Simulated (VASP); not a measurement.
Data:

```yaml
crystal:
  lattice:
    - [0.00000, 1.93287, 1.93287]
    - [1.93287, 0.00000, 1.93287]
    - [1.93287, 1.93287, 0.00000]
  atoms:
    - { symbol: Pd, position: [0.00000, 0.00000, 0.00000] }
```

Calculation: TPSS meta-GGA, VASP's PBE PAW potentials (set 64) (plane waves; VASP 6.6.1). Numerical set-up: 520 eV cut-off, 16×16×16 Γ-centred mesh, first-order Methfessel-Paxton smearing of 0.10 eV, potentials Pd.

Question: Give the stress tensor in GPa (positive for a compressed cell).

Answer: 
```
6.32  0.00  0.00
0.00  6.32  0.00
0.00  0.00  6.32
```
The pressure is its mean diagonal, 6.32 GPa.

The compound is Pd in the fcc structure. This cell is one point of a volume scan, at 0.97 of the reference volume.
